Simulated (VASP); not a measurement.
OSZICAR of a VASP run on LaTe (relaxed from the zinc blende structure, space group F-43m):

### OSZICAR
```
       N       E                     dE             d eps       ncg     rms          rms(c)
DAV:   1     0.152490710875E+03    0.15249E+03   -0.48170E+03  1128   0.122E+03
DAV:   2     0.499222197251E+01   -0.14750E+03   -0.14528E+03  1696   0.237E+02
DAV:   3    -0.942224044602E+01   -0.14414E+02   -0.14312E+02  1392   0.108E+02
DAV:   4    -0.106895199957E+02   -0.12673E+01   -0.11960E+01  2168   0.261E+01
DAV:   5    -0.108896614510E+02   -0.20014E+00   -0.19168E+00  1584   0.680E+00    0.349E+00
DAV:   6    -0.107799747329E+02    0.10969E+00   -0.13728E+00  1904   0.774E+00    0.245E+00
DAV:   7    -0.107548422870E+02    0.25132E-01   -0.17188E-01  2024   0.300E+00    0.134E+00
DAV:   8    -0.107537757729E+02    0.10665E-02   -0.32795E-02  1520   0.142E+00    0.263E-01
DAV:   9    -0.107551332269E+02   -0.13575E-02   -0.54793E-03  2240   0.692E-01    0.115E-01
DAV:  10    -0.107557500117E+02   -0.61678E-03   -0.23110E-03  1984   0.343E-01    0.834E-02
DAV:  11    -0.107557949743E+02   -0.44963E-04   -0.63440E-04  2112   0.205E-01    0.300E-02
DAV:  12    -0.107558213542E+02   -0.26380E-04   -0.13280E-04  1680   0.854E-02    0.123E-02
DAV:  13    -0.107558269474E+02   -0.55932E-05   -0.50638E-05  2216   0.446E-02    0.912E-03
DAV:  14    -0.107558275529E+02   -0.60546E-06   -0.37741E-06  1756   0.150E-02    0.567E-03
DAV:  15    -0.107558281495E+02   -0.59660E-06   -0.29496E-06  2076   0.166E-02    0.141E-03
DAV:  16    -0.107558281200E+02    0.29503E-07   -0.31623E-07  1624   0.424E-03
   1 F= -.10755828E+02 E0= -.10755828E+02  d E =0.000000E+00
```

Question: Which electronic solver shows in the log?

Answer: It is blocked Davidson (ALGO = Normal, or the opening steps of other solvers). The INCAR had ALGO = Normal.

Question: Can the final energy be trusted as converged?

Answer: Self-consistency was reached. It stopped with EDIFF = 1E-7, NELM = 100 (PBEsol GGA, plane waves, VASP's PBE PAW potentials (set 64)).

The structure was generated: LaTe was put into the zinc blende type (F-43m), which need not be its known phase. It was relaxed first, which changed the volume by -28 %. The electron count is odd and the run is not spin-polarised, which forces a metal.
